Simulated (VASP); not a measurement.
An input for Quantum ESPRESSO's pw.x (written as the equivalent of a VASP run, and not itself run):

```
&CONTROL
  calculation = 'vc-relax'
  pseudo_dir = './pseudo'
  outdir = './out'
  tprnfor = .true.
  tstress = .true.
  nstep = 30
  forc_conv_thr = 0.00039
/
&SYSTEM
  ibrav = 0
  nat = 4
  ntyp = 2
  ecutwfc = 84
  occupations = 'smearing'
  smearing = 'gaussian'
  degauss = 0.003675
  input_dft = 'pbe'
  vdw_corr = 'grimme-d3'
  dftd3_version = 3
  dftd3_threebody = .false.
/
&ELECTRONS
  conv_thr = 7.3e-09
  electron_maxstep = 100
/
&IONS
/
&CELL
  cell_dofree = 'shape'
/
ATOMIC_SPECIES
  Mg 24.305 Mg.upf
  Te 127.600 Te.upf
CELL_PARAMETERS angstrom
     2.2983370   -3.9808368    0.0000000
     2.2983370    3.9808368    0.0000000
     0.0000000    0.0000000    7.4791079
ATOMIC_POSITIONS crystal
  Mg   0.6666670  0.3333330  0.4998213
  Mg   0.3333330  0.6666670  0.9998213
  Te   0.6666670  0.3333330  0.8761787
  Te   0.3333330  0.6666670  0.3761787
K_POINTS automatic
  6 6 3 0 0 0
```

Write the VASP files for the same calculation (PBE-D3 (zero damping)).

Several could match; the one computed here: 
### KPOINTS
```
Automatic mesh
0
Gamma
6 6 3
0 0 0
```

INCAR:
```
# general
SYSTEM  = MgTe
PREC    = Accurate
ENCUT   = 520
LREAL   = F
LASPH   = T

# electronic loop
EDIFF   = 1E-7
NELM    = 100
ALGO    = Normal
LMAXMIX = 4

# smearing
ISMEAR  = 0
SIGMA   = 0.05

# functional
GGA     = PE
IVDW    = 11

# ions
IBRION  = 2
NSW     = 30
ISIF    = 4
EDIFFG  = -0.01

# output
LWAVE   = F
LCHARG  = F
```

File POSCAR:
```
MgTe
1
    2.2983369814    -3.9808368420     0.0000000000
    2.2983369814     3.9808368420     0.0000000000
    0.0000000000     0.0000000000     7.4791078507
Mg Te
2 2
Direct
  0.6666670000   0.3333330000   0.4998213288
  0.3333330000   0.6666670000   0.9998213288
  0.6666670000   0.3333330000   0.8761786712
  0.3333330000   0.6666670000   0.3761786712
```

POTCAR, in this order: Mg Te (PBE.64 set). Program: vasp_std.

Limits of the translation: the potentials are each code's own (VASP's PAW set, PseudoDojo norm-conserving files in pw.x), so ENCUT and ecutwfc are chosen apart and not converted; conv_thr bounds pw.x's estimated SCF error, while EDIFF bounds the energy change between steps; forc_conv_thr acts on force components and is met together with etot_conv_thr.

The compound is MgTe in the wurtzite structure. This cell is one point of a volume scan, at 1.03 of the reference volume.
